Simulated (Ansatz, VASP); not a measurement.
## Ga2S3 in two plane-wave programs

Aim: how closely do two programs agree when they are given the same cell, functional and k mesh? The cell is taken from a series of runs on this material, whose earlier steps may have relaxed, scaled, displaced or heated it; both programs get it as it stands.

Calculated with Ansatz 0.2.0; plane waves, with VASP 6.6.1 beside it; G0W0 gap at LDA.

### 1. The starting structure

Symmetry: Cc, No. 9, monoclinic system. The conventional cell has a = 10.774 Å, b = 6.203 Å, c = 6.965 Å, α = 90.00°, β = 120.40°, γ = 90.00°. Ga has 4 S at 2.18 to 2.30 Å nearest. Nearest to Ga lie 4 S at 2.19 to 2.32 Å. Nearest to S lie 2 Ga at 2.18 to 2.19 Å. Nearest to S lie 3 Ga at 2.28 to 2.32 Å. S has 3 Ga at 2.30 Å nearest. Farther neighbours and most contacts between anions are not listed.

Structure file:

```cif
data_structure
_symmetry_space_group_name_H-M 'Cc'
_symmetry_Int_Tables_number 9
_cell_length_a 10.7738
_cell_length_b 6.2031
_cell_length_c 6.9652
_cell_angle_alpha 90.000
_cell_angle_beta 120.403
_cell_angle_gamma 90.000
_cell_volume 401.48
loop_
_atom_site_label
_atom_site_type_symbol
_atom_site_symmetry_multiplicity
_atom_site_Wyckoff_symbol
_atom_site_fract_x
_atom_site_fract_y
_atom_site_fract_z
_atom_site_occupancy
Ga1 Ga 4 a 0.54152 0.90395 0.12415 1
Ga2 Ga 4 a 0.70102 0.43000 0.11744 1
S1 S 4 a 0.98902 0.07906 0.98450 1
S2 S 4 a 0.83786 0.39368 0.50092 1
S3 S 4 a 0.67988 0.07683 0.00580 1
```

### 2. VASP: G0W0 gap, LDA

Quasiparticle shifts depend on high empty states and on the cores, so they are the hardest test of two PAW sets.

Lines of VASP's logs that name or quote its potential files are left out, and so is its time.

The run reads the wave functions of an earlier VASP run, which isn't shown here.

Input file INCAR:

```
SYSTEM = Ga2S3
PREC = Accurate
ENCUT = 430
ISMEAR = 0
SIGMA = 0.01
LREAL = .FALSE.
GGA = CA
NBANDS = 846
ALGO = EVGW0
NELMGW = 1
ENCUTGW = 140
NOMEGA = 64
PRECFOCK = Fast
NBANDSGW = 52
LWAVE = .FALSE.
LCHARG = .FALSE.
```

Input file POSCAR:

```
Ga2S3
1.0
    5.3868950000     -3.1015750000      0.0000000000
    5.3868950000      3.1015750000      0.0000000000
   -3.5249049757      0.0000000000      6.0074160114
Ga S
4 6
Direct
    0.6375703116      0.4454619339      0.1241519503
    0.4454619339      0.6375703116      0.6241519503
    0.2710287647      0.1310202948      0.1174375105
    0.1310202948      0.2710287647      0.6174375105
    0.9099572553      0.0680769488      0.9845021830
    0.0680769488      0.9099572553      0.4845021830
    0.4441729331      0.2315380057      0.5009156327
    0.2315380057      0.4441729331      0.0009156327
    0.6030508688      0.7567026833      0.0058027234
    0.7567026833      0.6030508688      0.5058027234
```

Input file KPOINTS:

```
Automatic mesh
0
Gamma
2 2 2
0 0 0
```

Potentials, in the order of the species: Ga_d_GW and S_GW (LDA family, release 64).

The run is started by

```
$ export OMP_NUM_THREADS=3
$ mpirun -np 1 vasp_std
```

Numbers of over 12 decimals in the logs are rounded to 6 here.

Log:

```text
[banner, memory and clock lines left out]
running    1 mpi-ranks, on    1 nodes
 distrk:  each k-point on    1 cores,    1 groups
 distr:  one band on    1 cores,    1 groups
 Offloading initialized ...    1 GPUs detected
 POSCAR found type information on POSCAR GaS
 POSCAR found :  2 types and      10 ions
|                                                                             |
|           W    W    AA    RRRRR   N    N  II  N    N   GGGG   !!!           |
|           W    W   A  A   R    R  NN   N  II  NN   N  G    G  !!!           |
|           W    W  A    A  R    R  N N  N  II  N N  N  G       !!!           |
|           W WW W  AAAAAA  RRRRR   N  N N  II  N  N N  G  GGG   !            |
|           WW  WW  A    A  R   R   N   NN  II  N   NN  G    G                |
|           W    W  A    A  R    R  N    N  II  N    N   GGGG   !!!           |
|                                                                             |
|     The default for ENCUTGWSOFT is different in this version of VASP.       |
|     please manually set ENCUTGWSOFT =140 in the INCAR file.                 |
|                                                                             |

 LDA part: xc-table for (Slater(with rela. corr.)+CA(PZ))
 , standard interpolation
 found WAVECAR, reading the header
 POSCAR, INCAR and KPOINTS ok, starting setup
 FFT: planning ... GRIDC
 FFT: planning ... GRID_SOFT
 FFT: planning ... GRID
 reading WAVECAR
 the WAVECAR file was read successfully
 initial charge from wavefunction
 available memory per node:   1665.77 GB, setting MAXMEM to   1705746

 The Fermi energy was updated, please check that it is located mid-gap
 values below the HOMO (VB) or above the LUMO (CB) will cause erroneous energies
 E-fermi :   4.9018

 calculate exact exchange contribution
 the WAVEDER file was read successfully
energies w=
    0.000    0.000    0.488    0.000    0.974    0.000    1.459    0.000
    1.940    0.000    2.417    0.000    2.890    0.000    3.357    0.000
    3.817    0.000    4.272    0.000    4.721    0.000    5.163    0.000
    5.600    0.000    6.030    0.000    6.455    0.000    6.875    0.000
    7.291    0.000    7.702    0.000    8.111    0.000    8.518    0.000
    8.923    0.000    9.327    0.000    9.732    0.000   10.138    0.000
   10.546    0.000   10.957    0.000   11.372    0.000   11.793    0.000
   12.222    0.000   12.658    0.000   13.104    0.000   13.561    0.000
   14.032    0.000   14.518    0.000   15.021    0.000   15.545    0.000
   16.091    0.000   16.663    0.000   17.265    0.000   17.900    0.000
   18.575    0.000   19.294    0.000   20.063    0.000   20.891    0.000
   21.788    0.000   22.763    0.000   23.831    0.000   25.008    0.000
   26.315    0.000   27.777    0.000   29.425    0.000   31.302    0.000
   33.461    0.000   35.972    0.000   38.934    0.000   42.480    0.000
   46.802    0.000   52.188    0.000   59.079    0.000   68.202    0.000
   80.833    0.000   99.448    0.000  129.553    0.000  186.378    0.000
 responsefunction array rank=     772
 LDA part: xc-table for (Slater(with rela. corr.)+CA(PZ))
 , standard interpolation

 min. memory requirement per mpi rank   1867.4 MB, per node   1867.4 MB

 allocating  64 responsefunctions rank=   772
 shmem allocating  64 responsefunctions rank=   772
 response function shared by NCSHMEM nodes    1
 Doing            64  frequencies on each core in blocks of            64
NQ=   1    0.0000    0.0000    0.0000,
|.........|.........|.........|.........|.........|.........|.........|.........
 performed       1092000 updates of chi_q(r,r)
 total number of BLAS operations       4695.96 Gflops
NQ=   2    0.5000    0.0000    0.0000,
|.........|.........|.........|.........|.........|.........|.........|.........
 performed       2360000 updates of chi_q(r,r)
 total number of BLAS operations      10619.21 Gflops
NQ=   3    0.5000    0.5000    0.0000,
|.........|.........|.........|.........|.........|.........|.........|.........
 performed       3452000 updates of chi_q(r,r)
 total number of BLAS operations      15483.21 Gflops
NQ=   4    0.0000    0.0000    0.5000,
|.........|.........|.........|.........|.........|.........|.........|.........
 performed       4544000 updates of chi_q(r,r)
 total number of BLAS operations      20321.17 Gflops
NQ=   5    0.5000    0.0000    0.5000,
|.........|.........|.........|.........|.........|.........|.........|.........
 performed       5812000 updates of chi_q(r,r)
 total number of BLAS operations      26029.33 Gflops
NQ=   6    0.5000    0.5000    0.5000,
|.........|.........|.........|.........|.........|.........|.........|.........
 performed       6904000 updates of chi_q(r,r)
 total number of BLAS operations      31238.29 Gflops
 resolving degeneracies of screened two electron integrals

 calculate QP shifts <psi_nk| G(iteration)W_0 |psi_nk>: iteration 1
 entering main loop
```

OUTCAR, selected parts (step 2):

```text
ion  position               nearest neighbor table
   1  0.638  0.445  0.124-   5 2.18   8 2.28  10 2.30   9 2.30
   2  0.445  0.638  0.624-   6 2.18   7 2.28   9 2.30  10 2.30
   3  0.271  0.131  0.117-   5 2.19   8 2.29   9 2.30   7 2.32
   4  0.131  0.271  0.617-   6 2.19   7 2.29  10 2.30   8 2.32
   5  0.910  0.068  0.985-   1 2.18   3 2.19
   6  0.068  0.910  0.485-   2 2.18   4 2.19
   7  0.444  0.232  0.501-   2 2.28   4 2.29   3 2.32
   8  0.232  0.444  0.001-   1 2.28   3 2.29   4 2.32
   9  0.603  0.757  0.006-   3 2.30   2 2.30   1 2.30
  10  0.757  0.603  0.506-   4 2.30   1 2.30   2 2.30

  LATTYP: Found a base centered monoclinic cell.
 ALAT       =    10.7737900000
 B/A-ratio  =     0.5757630323
 C/A-ratio  =     0.6464948145
 COS(beta)  =    -0.5060738092

 Subroutine GETGRP returns: Found  2 space group operations
 (whereof  1 operations were pure point group operations)

The static configuration has the point symmetry C_1 .
 The point group associated with its full space group is C_1h.

 Found      6 irreducible k-points:

   k-points           NKPTS =      6   k-points in BZ     NKDIM =      8   number of bands    NBANDS=    846

   dimension x,y,z NGX =    42 NGY =   42 NGZ =   48
   dimension x,y,z NGXF=    84 NGYF=   84 NGZF=   96

   ENCUT  =  430.0 eV  31.60 Ry    5.62 a.u.  10.51 10.51 11.78*2*pi/ulx,y,z

   NELECT =      88.0000    total number of electrons

  energy-cutoff  :      430.00
  volume of cell :      200.74
      direct lattice vectors                 reciprocal lattice vectors
     5.386895000 -3.101575000  0.000000000     0.092817848 -0.161208418  0.054461701
     5.386895000  3.101575000  0.000000000     0.092817848  0.161208418  0.054461701
    -3.524904976  0.000000000  6.007416011    -0.000000000  0.000000000  0.166460921

 k-points in reciprocal lattice and weights: Automatic mesh
   0.00000000  0.00000000  0.00000000       0.125
   0.50000000  0.00000000  0.00000000       0.250
   0.50000000  0.50000000  0.00000000       0.125
   0.00000000  0.00000000  0.50000000       0.125
   0.50000000  0.00000000  0.50000000       0.250
   0.50000000  0.50000000  0.50000000       0.125

 E-fermi :   4.9018

 QP shifts <psi_nk| G(iteration)W_0 |psi_nk>: iteration 1
 for sc-GW calculations column KS-energies equals QP-energies in previous step
 and V_xc(KS)=  KS-energies - (<T + V_ion + V_H > + <T+V_H+V_ion>^1  + <V_x>^1)
 k-point   1 :       0.0000    0.0000    0.0000
  band No.  KS-energies  QP-energies   sigma(KS)   V_xc(KS)     V^pw_x(r,r')   Z            occupation Imag(sigma)
    ...
     41       3.0411       2.3810     -14.2999     -13.4084     -16.3848       0.7405       2.0000       0.0660
     42       3.4213       2.8035     -14.7145     -13.8878     -16.5561       0.7473       2.0000       0.0601
     43       3.5986       2.9692     -14.6314     -13.7868     -16.5510       0.7453       2.0000       0.0621
     44       4.0241       3.3762     -14.3451     -13.4694     -16.3436       0.7399       2.0000       0.0641
     45       5.7795       6.4603     -11.2406     -12.1288      -7.1304       0.7665       0.0000      -0.0521
     46       6.2991       7.0166     -11.0706     -12.0072      -6.9654       0.7661       0.0000      -0.0542
     47       7.0538       7.7357     -11.1378     -12.0320      -6.8883       0.7625       0.0000      -0.0608
     48       7.3062       7.9998     -11.1582     -12.0699      -6.8457       0.7609       0.0000      -0.0621
    ...

 k-point   2 :       0.5000    0.0000    0.0000
  band No.  KS-energies  QP-energies   sigma(KS)   V_xc(KS)     V^pw_x(r,r')   Z            occupation Imag(sigma)
    ...
     41       2.3392       1.6917     -14.0051     -13.1271     -16.1609       0.7374       2.0000       0.0687
     42       2.6160       1.9567     -13.9672     -13.0751     -16.0660       0.7391       2.0000       0.0676
     43       2.7354       2.0633     -13.7728     -12.8566     -15.9679       0.7335       2.0000       0.0724
     44       3.8446       3.1768     -14.0868     -13.1803     -16.1794       0.7367       2.0000       0.0661
     45       6.2723       6.8877     -10.6853     -11.4850      -6.6827       0.7696       0.0000      -0.0548
     46       6.3401       6.9651     -10.7757     -11.5885      -6.7477       0.7689       0.0000      -0.0554
     47       7.0841       7.7966     -11.4906     -12.4303      -7.2310       0.7583       0.0000      -0.0590
     48       7.5772       8.2690     -11.1556     -12.0662      -6.8406       0.7598       0.0000      -0.0628
    ...

 k-point   3 :       0.5000    0.5000    0.0000
  band No.  KS-energies  QP-energies   sigma(KS)   V_xc(KS)     V^pw_x(r,r')   Z            occupation Imag(sigma)
    ...
     41       2.1344       1.4695     -13.7714     -12.8675     -16.0203       0.7355       2.0000       0.0715
     42       2.3757       1.7441     -14.2231     -13.3702     -16.2978       0.7405       2.0000       0.0667
     43       2.4404       1.7685     -13.5946     -12.6769     -15.8203       0.7321       2.0000       0.0754
     44       3.6433       2.9714     -13.8920     -12.9777     -16.0266       0.7350       2.0000       0.0679
     45       6.3728       6.9695     -10.3832     -11.1570      -6.4128       0.7711       0.0000      -0.0561
     46       6.8812       7.5746     -11.2151     -12.1248      -7.0116       0.7622       0.0000      -0.0579
     47       7.0244       7.7268     -11.3164     -12.2402      -7.0605       0.7602       0.0000      -0.0593
     48       7.5953       8.3259     -11.6873     -12.6555      -7.3622       0.7547       0.0000      -0.0630
    ...

 k-point   4 :       0.0000    0.0000    0.5000
  band No.  KS-energies  QP-energies   sigma(KS)   V_xc(KS)     V^pw_x(r,r')   Z            occupation Imag(sigma)
    ...
     41       3.0072       2.3689     -14.5747     -13.7187     -16.5531       0.7458       2.0000       0.0622
     42       3.0072       2.3689     -14.5747     -13.7187     -16.5531       0.7458       2.0000       0.0622
     43       3.4907       2.8308     -14.2914     -13.3989     -16.3478       0.7394       2.0000       0.0654
     44       3.4907       2.8308     -14.2914     -13.3989     -16.3478       0.7394       2.0000       0.0654
     45       6.9251       7.6673     -11.2604     -12.2357      -6.9581       0.7609       0.0000      -0.0590
     46       6.9251       7.6673     -11.2604     -12.2357      -6.9581       0.7609       0.0000      -0.0590
     47       7.2366       7.6952      -9.4306     -10.0215      -5.3171       0.7762       0.0000      -0.0641
     48       7.2366       7.6952      -9.4306     -10.0215      -5.3171       0.7762       0.0000      -0.0641
    ...

[... 2 further parts left out ...]
```

(Continued in part 2 of 2.)

[Lines on the potential files, build, host, timing and source positions are cut from VASP's logs without a mark.]

[Logs are printed without paths, hosts, clocks, repeated set-up lines and the standing remarks that a program may print on its own settings, such as how far it seeks lower states.]

[Hosts, paths, dates, database ids (printed as entryN), source tags and the programs' standing remarks are cut or masked in the printed files.]
